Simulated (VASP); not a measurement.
Computed with optB88-vdW, VASP's PBE PAW potentials (set 64) (plane waves; VASP).

VASP ran on this input.

**KPOINTS**
```
K-points
0
Gamma
 7 7 7
0 0 0
```

**INCAR**
```
SYSTEM = KI
PREC = Accurate
ENCUT = 520
EDIFF = 1E-7
NELM = 100
ALGO = Normal
LREAL = .FALSE.
LASPH = .TRUE.
ISMEAR = 0
SIGMA = 0.05
GGA = BO
PARAM1 = 0.1833333333
PARAM2 = 0.22
LUSE_VDW = .TRUE.
AGGAC = 0.0
LMAXMIX = 4
LWAVE = .FALSE.
LCHARG = .FALSE.
ISIF = 2
```

File POSCAR:
```
KI
1
    0.0000000000     3.5128827092     3.5128827092
    3.5128827092     0.0000000000     3.5128827092
    3.5128827092     3.5128827092     0.0000000000
K I
1 1
Direct
  0.0000000000   0.0000000000   0.0000000000
  0.5000000000   0.5000000000   0.5000000000
```

POTCAR, in this order: K_sv I (PBE.64 set). Program: vasp_std.

Question: What will the output report for the number of irreducible k-points (NKPTS), largest plane-wave count, number of space-group operations, FFT grid (NGX, NGY, NGZ)?

Answer: 
```
Quantity                                       Value
--------------------------------------  ------------
number of irreducible k-points (NKPTS)            20
largest plane-wave count                        2345
number of space-group operations                  48
FFT grid (NGX, NGY, NGZ)                40 × 40 × 40
```

The compound is KI in the rock salt structure. It was relaxed first.
